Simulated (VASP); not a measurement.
Output of a VASP run:

**OSZICAR**
```
       N       E                     dE             d eps       ncg     rms          rms(c)
DAV:   1     0.400739342964E+03    0.40074E+03   -0.20252E+04  2054   0.165E+03
DAV:   2     0.145276069815E+02   -0.38621E+03   -0.37528E+03  2550   0.399E+02
DAV:   3    -0.265063636039E+02   -0.41034E+02   -0.40904E+02  2758   0.124E+02
DAV:   4    -0.297665123451E+02   -0.32601E+01   -0.32489E+01  3692   0.326E+01
DAV:   5    -0.300982646846E+02   -0.33175E+00   -0.33167E+00  3220   0.606E+00    0.447E+00
DAV:   6    -0.297722092837E+02    0.32606E+00   -0.78057E-01  2753   0.478E+00    0.320E+00
DAV:   7    -0.297532593527E+02    0.18950E-01   -0.28552E-01  3348   0.263E+00    0.161E+00
DAV:   8    -0.297609592964E+02   -0.76999E-02   -0.33601E-02  2956   0.118E+00    0.208E-01
DAV:   9    -0.297610977929E+02   -0.13850E-03   -0.27424E-03  3180   0.313E-01    0.862E-02
DAV:  10    -0.297613475297E+02   -0.24974E-03   -0.33811E-04  2652   0.120E-01    0.159E-02
DAV:  11    -0.297613663524E+02   -0.18823E-04   -0.32312E-05  3196   0.383E-02    0.800E-03
DAV:  12    -0.297613670336E+02   -0.68121E-06   -0.31654E-06  2332   0.105E-02
   1 F= -.29761367E+02 E0= -.29761367E+02  d E =-.297614E+02
       N       E                     dE             d eps       ncg     rms          rms(c)
DAV:   1    -0.297654696344E+02   -0.41033E-02   -0.81924E-02  2306   0.215E+00    0.380E-01
DAV:   2    -0.297626296001E+02    0.28400E-02   -0.72744E-03  2811   0.508E-01    0.148E-01
DAV:   3    -0.297621662368E+02    0.46336E-03   -0.17032E-03  2512   0.218E-01    0.854E-02
DAV:   4    -0.297621213845E+02    0.44852E-04   -0.10105E-04  2825   0.634E-02    0.162E-02
DAV:   5    -0.297621149599E+02    0.64246E-05   -0.24734E-05  2712   0.270E-02    0.534E-03
DAV:   6    -0.297621147985E+02    0.16143E-06   -0.91240E-07  1681   0.872E-03
   2 F= -.29762115E+02 E0= -.29762115E+02  d E =-.747765E-03
```

OUTCAR:
```
------------------------ aborting loop because EDIFF is reached ----------------------------------------
  FORCE on cell =-STRESS in cart. coord.  units (eV):
  Direction    XX          YY          ZZ          XY          YZ          ZX
  --------------------------------------------------------------------------------------
  Total        0.0961007      0.0961007      0.0987221     -0.0883682      0.0000000      0.0000000
  in kB        1.0916732      1.0916732      1.1214512     -1.0038341      0.0000000      0.0000000
  external PRESSURE =       1.1015992 kB  Pullay stress =       0.0000000 kB
  volume of cell :      141.04
      direct lattice vectors                 reciprocal lattice vectors
    -0.001502985  5.205822148  5.204343560    -0.096018587  0.096018587  0.096073596
     5.205822148 -0.001502985  5.204343560     0.096018587 -0.096018587  0.096073596
     2.602159581  2.602159581  0.000000000     0.192148093  0.192148093 -0.192147192
 POSITION                                       TOTAL-FORCE (eV/Angst)
 -----------------------------------------------------------------------------------
      2.60066      7.80798      5.20434         0.000000      0.000000     -0.000000
      2.60216      2.60216      2.68319         0.000000      0.000000      0.000088
      5.12400      2.68248      5.20434        -0.002756      0.002756     -0.000000
      2.68248      5.12400      5.20434         0.002756     -0.002756     -0.000000
      5.20432      5.20432      7.72549        -0.000000     -0.000000     -0.000088
      5.20357      7.80723      7.80652        -0.000000      0.000000     -0.000000
      2.60141      5.20507      2.60217         0.000000      0.000000     -0.000000
      5.20432      5.20432      5.20434        -0.000000      0.000000     -0.000000
 -----------------------------------------------------------------------------------
    total drift:                                0.000000      0.000000      0.000000
  FREE ENERGIE OF THE ION-ELECTRON SYSTEM (eV)
  ---------------------------------------------------
  free  energy   TOTEN  =       -29.7621147985 eV

  energy  without entropy=      -29.7621147985  energy(sigma->0) =      -29.76211480

 reached required accuracy - stopping structural energy minimisation
```
(Selected blocks of OUTCAR.)

**POSCAR**
```
Li3NaCl4
1
    0.0021049833     5.1992450466     5.1977194560
    5.1992450466     0.0021049833     5.1977194560
    2.6006750149     2.6006750149     0.0000000000
Na Cl Li
1 4 3
Direct
  0.0000000000   0.0000000000   1.0000000000
  0.2577732402   0.2577732402   0.4844535195
  0.2655282330   0.7344717670   0.5000000000
  0.7344717670   0.2655282330   0.5000000000
  0.7422267598   0.7422267598   0.5155464805
  0.0000000000   0.5000000000   1.0000000000
  0.5000000000   0.0000000000   1.0000000000
  0.5000000000   0.5000000000   1.0000000000
```

Write an INCAR and KPOINTS that could have produced this output.

One answer among several that fit: the input of the run itself, PBEsol GGA, plane waves, VASP's PBE PAW potentials (set 64).

**INCAR**
```
# general
SYSTEM  =  Li3NaCl4
PREC    =  Accurate
ENCUT   =  520   # plane-wave cut-off (eV)
LREAL   =  .FALSE.
LASPH   =  .TRUE.   # aspherical one-centre terms

# electronic loop
EDIFF   =  1E-6   # SCF stop (eV)
NELM    =  100   # most electronic steps
ALGO    =  Normal

# smearing
ISMEAR  =  0
SIGMA   =  0.05

# functional
GGA     =  PS   # PBEsol

# ions
IBRION  =  2   # conjugate gradients
NSW     =  60   # most ionic steps
ISIF    =  3
EDIFFG  =  -0.02   # ionic stop

# output
LWAVE   =  .FALSE.
LCHARG  =  .FALSE.
```

File KPOINTS:
```
K-points
0
gamma
 4 4 7
0 0 0
```

POTCAR, in this order: Na_pv Cl Li_sv (PBE.64 set). Program: vasp_std.

The structure was generated: Li3NaCl4 was put into an ordered model structure (Cmmm), which need not be its known phase. This run relaxes it. Symmetry was kept, so distortions that lower it aren't found. The start is the result of an earlier pass.
